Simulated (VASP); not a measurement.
Consider the following.

```xyz
2
Lattice="0.0000 2.8211 2.8211 2.8211 0.0000 2.8211 2.8211 2.8211 0.0000" Properties=species:S:1:pos:R:3 pbc="T T T"
Ge     0.0000     0.0000     0.0000
Ge     1.4105     1.4105     1.4105
```

The numbers are results of TPSS meta-GGA, VASP's PBE PAW potentials (set 64) (plane waves; VASP 6.6.1), not measurements. Settings: 520 eV cut-off, 9×9×9 Γ-centred mesh, tetrahedra with Blöchl corrections, potentials Ge_d.

Estimate the energy per atom (σ→0), band gap (over mesh and band path) with the smallest direct gap where there is one.

* **band gap (over mesh and band path)**: 0.22 eV
* **smallest direct gap (over mesh and band path)**: 0.22 eV
* **energy per atom (σ→0)**: -12744 meV/atom

The compound is Ge in the diamond structure. It was relaxed first.
